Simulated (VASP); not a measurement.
InP, 2 atoms in the cell. The structure is cubic, space group F-43m (No. 216). Conventional cell: a = 5.904 Å, b = 5.904 Å, c = 5.904 Å, α = 90.00°, β = 90.00°, γ = 90.00°. Around In (site symmetry -43m) lie 4 P at 2.56 Å. P (site symmetry -43m) is surrounded by 4 In at 2.56 Å. The cell is a database's computed one.

```yaml
Program: VASP 6.6.1
Task: single point
Functional: r2SCAN
Potentials_or_basis: VASP PAW PBE potentials, release 64 (In_d, P)
Cutoff: 520 eV
k_mesh: 6 × 6 × 6
Occupations: gaussian, width 0.1 eV
Spin: no spin polarisation
Dipole_correction: no
Further_INCAR_settings: ALGO = Normal; EDIFF = 1e-06; NBANDS = 16
```

Potentials or basis: VASP PAW PBE potentials, release 64 (In_d, P).

The run is started by

```bash
$ cat potpaw_PBE.64/In_d/POTCAR potpaw_PBE.64/P/POTCAR > POTCAR
$ cp INCAR.step1 INCAR
$ mpirun -np 1 vasp_std > vasp.out
$ cp INCAR.step2 INCAR
$ mpirun -np 1 vasp_std > vasp.out
```

Hardware: 1 thread of Intel(R) Xeon(R) Platinum 8488C (Sapphire Rapids), on a shared host.

Problem. Estimate the wall time of this run.

Solution. Wall time 42 s on 1 thread of Intel(R) Xeon(R) Platinum 8488C (Sapphire Rapids), on a shared host, peak memory 0.18 GiB. Counts: scf iterations 8, k points 16.
